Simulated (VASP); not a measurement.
A run of VASP 6.6.1:

The input INCAR:

```
ALGO = Fast
EDIFF = 1E-6
ENCUT = 520
ISIF = 2
ISMEAR = 0
LASPH = True
LCHARG = False
LREAL = False
LWAVE = False
NBANDS = 18
NELM = 100
PREC = Accurate
SIGMA = 0.15
```

KPOINTS

```
k-points
0
Gamma
  16 16 16
```

File POSCAR:

```
ZnAg
1.0
    3.1560000000      0.0000000000      0.0000000000
    0.0000000000      3.1560000000      0.0000000000
    0.0000000000      0.0000000000      3.1560000000
Zn Ag
1 1
Direct
    0.5000000000      0.5000000000      0.5000000000
    0.0000000000      0.0000000000      0.0000000000
```

Potentials or basis: VASP PAW LDA potentials, release 64 (Zn, Ag).

Launch:

```sh
$ cat potpaw_LDA.64/Zn/POTCAR potpaw_LDA.64/Ag/POTCAR > POTCAR
$ mpirun -np 1 vasp_std > vasp.out
```

Hardware: 1 thread of AMD EPYC 7R43 64-Core Processor (Zen 3), on a shared host.

Q: How long does it take, and how much memory?

A: Wall time 48 s on 1 thread of AMD EPYC 7R43 64-Core Processor (Zen 3), with other jobs on the host, peak memory 0.17 GiB. Counts: scf iterations 13, k points 165.
